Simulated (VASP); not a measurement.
Given:

```
CELL_PARAMETERS angstrom
      2.47616     0.00000     0.00000
      0.00000     2.47616     0.00000
      0.00000     0.00000     2.47616
ATOMIC_POSITIONS crystal
  Li 0.00000 0.00000 0.00000
  H  0.50000 0.50000 0.50000
```

Computed with r2SCAN meta-GGA, VASP's PBE PAW potentials (set 64) (plane waves; VASP 6.6.1). Run with 520 eV cut-off, 12×12×12 Γ-centred mesh, tetrahedra with Blöchl corrections, potentials Li_sv H.

Problem. Give the energies of bands 2 to 5 at the high-symmetry points, in eV from the valence-band maximum.

Solution. 
```json
[
 {"band": "2", "Γ": "-9.32", "X": "-7.06", "M": "-2.96", "R": "0.00"},
 {"band": "3", "Γ": "13.23", "X": "1.32", "M": "1.97", "R": "7.58"},
 {"band": "4", "Γ": "13.23", "X": "12.98", "M": "1.97", "R": "7.58"},
 {"band": "5", "Γ": "13.23", "X": "18.32", "M": "10.72", "R": "7.58"}
]
```

The gap is indirect, 1.32 eV, from the valence maximum at R to the conduction minimum at X.

The structure was generated: LiH was put into the CsCl type type (Pm-3m), which need not be its known phase. It was relaxed first, which changed the volume by +72 %.
